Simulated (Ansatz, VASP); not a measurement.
# AlPt3C in two plane-wave programs, part 2 of 3

Wanted: the spread between two codes on one cell, functional and k mesh. The cell is taken from a series of runs on this material, whose earlier steps may have relaxed, scaled, displaced or heated it; both programs get it as it stands.

VASP 6.6.1 and Ansatz 0.2.0.

So far: The structure; Ansatz: zone-centre phonons, PBEsol.

**3. VASP: zone-centre phonons, PBEsol**

Level of this step: PBEsol; plane waves and PAW (Al, Pt, C) (VASP).

The same cell, functional, mesh and smearing now go to VASP, with its own data sets.

Lines of VASP's logs that name or quote its potential files are left out, and so is its time.

INCAR

```
SYSTEM = AlPt3C
PREC = Accurate
ENCUT = 600
EDIFF = 1E-08
NELM = 120
ISMEAR = 1
SIGMA = 0.2
LREAL = .FALSE.
ALGO = Normal
GGA = PS
NBANDS = 24
LASPH = .TRUE.
LORBIT = 11
LWAVE = .FALSE.
LCHARG = .FALSE.
ISIF = 2
IBRION = 8
GGA_COMPAT = .FALSE.
KPAR = 2
```

POSCAR

```
AlPt3C
1.0
    4.1327502067      0.0000000000      0.0000000000
    0.0000000000      4.1327502067      0.0000000000
    0.0000000000      0.0000000000      4.1327502067
Al Pt C
1 3 1
Direct
    0.0000000000      0.0000000000      0.0000000000
    0.0000000000      0.5000000000      0.5000000000
    0.5000000000      0.0000000000      0.5000000000
    0.5000000000      0.5000000000      0.0000000000
    0.5000000000      0.5000000000      0.5000000000
```

KPOINTS

```
Automatic mesh
0
Gamma
8 8 8
0 0 0
```

The projector-augmented-wave data sets are Al, Pt and C (PBE family, release 64).

Command:

```bash
$ mpirun -np 2 vasp_std
```

What it wrote:

```text
[banner, memory and clock lines left out]
running    2 mpi-ranks, on    1 nodes
 distrk:  each k-point on    1 cores,    2 groups
 distr:  one band on    1 cores,    1 groups

 POSCAR found type information on POSCAR AlPtC
 POSCAR found :  3 types and       5 ions
|                                                                             |
|               ----> ADVICE to this user running VASP <----                  |
|                                                                             |
|     You enforced a specific xc type in the INCAR file but a different       |
|     [... a line on the potential file left out ...]
|     I HOPE YOU KNOW WHAT YOU ARE DOING!                                     |
|                                                                             |

 LDA part: xc-table for (Slater+PW92), standard interpolation
 POSCAR, INCAR and KPOINTS ok, starting setup
 FFT: planning ... GRIDC
 FFT: planning ... GRID_SOFT
 FFT: planning ... GRID
 WAVECAR not read
 entering main loop
       N       E                     dE             d eps       ncg     rms          rms(c)
DAV:   1     0.214430161668E+03    0.21443E+03   -0.19212E+04  1680   0.158E+03
DAV:   2    -0.268197679144E+02   -0.24125E+03   -0.23202E+03  1976   0.312E+02
DAV:   3    -0.359664584982E+02   -0.91467E+01   -0.89416E+01  2080   0.576E+01
DAV:   4    -0.360856537463E+02   -0.11920E+00   -0.11914E+00  1848   0.739E+00
DAV:   5    -0.360875149915E+02   -0.18612E-02   -0.18608E-02  2144   0.877E-01    0.313E+01
DAV:   6    -0.339549203916E+02    0.21326E+01   -0.12090E+01  1976   0.222E+01    0.141E+01
DAV:   7    -0.337449287086E+02    0.20999E+00   -0.10412E+00  1920   0.665E+00    0.890E+00
DAV:   8    -0.336963785989E+02    0.48550E-01   -0.13854E-01  1960   0.223E+00    0.499E-01
DAV:   9    -0.336905930833E+02    0.57855E-02   -0.23414E-02  1984   0.864E-01    0.228E-01
DAV:  10    -0.336905247995E+02    0.68284E-04   -0.21976E-03  1960   0.296E-01    0.691E-02
DAV:  11    -0.336904689112E+02    0.55888E-04   -0.17877E-04  2048   0.887E-02    0.149E-02
DAV:  12    -0.336904697819E+02   -0.87065E-06   -0.16446E-05  1872   0.246E-02    0.993E-03
DAV:  13    -0.336904695163E+02    0.26561E-06   -0.29185E-06  1896   0.857E-03    0.501E-03
DAV:  14    -0.336904694627E+02    0.53558E-07   -0.30250E-07  1928   0.359E-03    0.193E-03
DAV:  15    -0.336904693907E+02    0.71971E-07   -0.44212E-08  1736   0.105E-03    0.819E-04
DAV:  16    -0.336904693676E+02    0.23124E-07   -0.33027E-08  1688   0.865E-04    0.103E-04
DAV:  17    -0.336904693670E+02    0.64756E-09   -0.67438E-10   968   0.166E-04
   1 F= -.33690469E+02 E0= -.33688638E+02  d E =-.549519E-02
 Linear response reoptimize wavefunctions to high precision
DAV:   1    -0.336904693638E+02    0.31509E-08   -0.11772E-10  1000   0.584E-05
DAV:   2    -0.336904693639E+02   -0.51386E-10   -0.26763E-11   896   0.274E-05
 Linear response DOF=           4
 Linear response progress:
  Degree of freedom:   1/  4
       N       E                     dE             d eps       ncg     rms          rms(c)
RMM:   1    -0.757902607390E-02   -0.75790E-02    0.13061E-03  8395   0.452E-01
RMM:   2    -0.689707442400E-02    0.68195E-03   -0.28137E-04  5578   0.864E-02    0.497E-02
RMM:   3    -0.683825754765E-02    0.58817E-04   -0.23536E-04  5570   0.652E-02    0.237E-02
RMM:   4    -0.684531257651E-02   -0.70550E-05   -0.47460E-05  5614   0.284E-02    0.934E-03
RMM:   5    -0.683638933703E-02    0.89232E-05   -0.31381E-06  5686   0.949E-03    0.203E-03
RMM:   6    -0.683551806824E-02    0.87127E-06   -0.46299E-07  5663   0.322E-03    0.597E-04
RMM:   7    -0.683383060245E-02    0.16875E-05   -0.49971E-08  5783   0.865E-04    0.274E-04
RMM:   8    -0.683274905748E-02    0.10815E-05   -0.44298E-09  5794   0.545E-04    0.113E-04
RMM:   9    -0.683297719299E-02   -0.22814E-06   -0.42844E-09  5724   0.231E-04    0.199E-05
RMM:  10    -0.683300878014E-02   -0.31587E-07   -0.19604E-08  6006   0.511E-05    0.965E-06
RMM:  11    -0.683302638461E-02   -0.17604E-07   -0.53396E-09  5835   0.176E-05    0.272E-06
RMM:  12    -0.683303385466E-02   -0.74701E-08   -0.23194E-09  5593   0.466E-06    0.789E-07
 first order change of Fermi-energy   0.11089E-04
 force on displaced ion       1 direction 1 :  -0.352  -0.000  -0.000
 Linear response progress:
  Degree of freedom:   2/  4
       N       E                     dE             d eps       ncg     rms          rms(c)
RMM:   1    -0.270848268840E+00   -0.27085E+00   -0.30109E-01  6544   0.306E+00
RMM:   2    -0.256966824186E+00    0.13881E-01   -0.12128E-02  5453   0.567E-01    0.148E-01
RMM:   3    -0.257150606684E+00   -0.18378E-03   -0.23770E-04  5745   0.796E-02    0.859E-02
RMM:   4    -0.257329017125E+00   -0.17841E-03   -0.68911E-05  5678   0.443E-02    0.140E-02
RMM:   5    -0.257365695230E+00   -0.36678E-04   -0.17296E-06  5863   0.889E-03    0.545E-03
RMM:   6    -0.257373612681E+00   -0.79175E-05   -0.16233E-06  5795   0.391E-03    0.303E-03
RMM:   7    -0.257385278907E+00   -0.11666E-04   -0.88614E-09  5727   0.254E-03    0.237E-04
RMM:   8    -0.257385882198E+00   -0.60329E-06    0.92467E-09  5904   0.517E-04    0.121E-04
RMM:   9    -0.257386117444E+00   -0.23525E-06   -0.38152E-08  5969   0.104E-04    0.315E-05
RMM:  10    -0.257386138295E+00   -0.20851E-07   -0.29636E-08  5965   0.360E-05    0.125E-05
RMM:  11    -0.257386146125E+00   -0.78298E-08   -0.28908E-08  6050   0.148E-05    0.335E-06
 first order change of Fermi-energy   0.74851E-03
 force on displaced ion       2 direction 1 : -16.517  -0.000   0.000
 Linear response progress:
  Degree of freedom:   3/  4
       N       E                     dE             d eps       ncg     rms          rms(c)
RMM:   1    -0.268714607992E+00   -0.26871E+00   -0.28838E-01 10464   0.300E+00
RMM:   2    -0.262246707314E+00    0.64679E-02   -0.77760E-03  9044   0.450E-01    0.145E-01
RMM:   3    -0.262426165395E+00   -0.17946E-03   -0.31128E-04  9298   0.899E-02    0.814E-02
RMM:   4    -0.263003950234E+00   -0.57778E-03   -0.33881E-04  9295   0.916E-02    0.133E-02
RMM:   5    -0.262961201770E+00    0.42748E-04   -0.19089E-05  9269   0.237E-02    0.502E-03
RMM:   6    -0.262964260141E+00   -0.30584E-05   -0.14252E-06  9605   0.508E-03    0.202E-03
RMM:   7    -0.262962906993E+00    0.13531E-05   -0.67673E-07  9197   0.417E-03    0.141E-03
RMM:   8    -0.262944323573E+00    0.18583E-04   -0.87542E-08  9531   0.121E-03    0.216E-04
RMM:   9    -0.262941678981E+00    0.26446E-05   -0.21402E-08  9952   0.242E-04    0.696E-05
RMM:  10    -0.262940901621E+00    0.77736E-06   -0.85295E-08  9935   0.597E-05    0.320E-05
RMM:  11    -0.262940560595E+00    0.34103E-06   -0.10903E-07  9792   0.388E-05    0.731E-06
RMM:  12    -0.262940573020E+00   -0.12425E-07   -0.69196E-08  9971   0.184E-05    0.302E-06
RMM:  13    -0.262940586989E+00   -0.13969E-07   -0.21710E-08  9622   0.590E-06    0.114E-06
RMM:  14    -0.262940597336E+00   -0.10347E-07   -0.48902E-09  6906   0.180E-06    0.357E-07
RMM:  15    -0.262940594980E+00    0.23554E-08   -0.15342E-10  2619   0.988E-07    0.170E-07
 first order change of Fermi-energy  -0.63617E-04
 force on displaced ion       2 direction 2 :   0.000   3.156   0.000
 Linear response progress:
  Degree of freedom:   4/  4
       N       E                     dE             d eps       ncg     rms          rms(c)
RMM:   1    -0.124916506502E+00   -0.12492E+00    0.10305E-01  7775   0.176E+00
RMM:   2    -0.121975834926E+00    0.29407E-02   -0.49694E-03  5497   0.363E-01    0.157E-01
RMM:   3    -0.122159850786E+00   -0.18402E-03   -0.12113E-03  5501   0.164E-01    0.748E-02
RMM:   4    -0.122595983836E+00   -0.43613E-03   -0.32815E-04  5535   0.832E-02    0.227E-02
RMM:   5    -0.122664427723E+00   -0.68444E-04   -0.13984E-05  5702   0.195E-02    0.612E-03
RMM:   6    -0.122676311153E+00   -0.11883E-04   -0.33654E-06  5758   0.524E-03    0.236E-03
RMM:   7    -0.122673048195E+00    0.32630E-05    0.12937E-06  5758   0.206E-03    0.686E-04
RMM:   8    -0.122667371280E+00    0.56769E-05    0.34871E-08  5555   0.929E-04    0.225E-04
RMM:   9    -0.122668034567E+00   -0.66329E-06   -0.50400E-08  5822   0.365E-04    0.400E-05
RMM:  10    -0.122668152304E+00   -0.11774E-06   -0.16180E-08  6112   0.757E-05    0.202E-05
RMM:  11    -0.122668142536E+00    0.97672E-08   -0.38309E-08  5855   0.328E-05    0.375E-06
 first order change of Fermi-energy   0.17344E-04
 force on displaced ion       5 direction 1 :  -7.980   0.000  -0.000
 Linear response finished
```

[end of part 2 of 3]

[Lines on the potential files, build, host, timing and source positions are cut from VASP's logs without a mark.]

[Logs are printed without paths, hosts, clocks, repeated set-up lines and the standing remarks that a program may print on its own settings, such as how far it seeks lower states.]

[Hosts, paths, dates, database ids (printed as entryN), source tags and the programs' standing remarks are cut or masked in the printed files.]
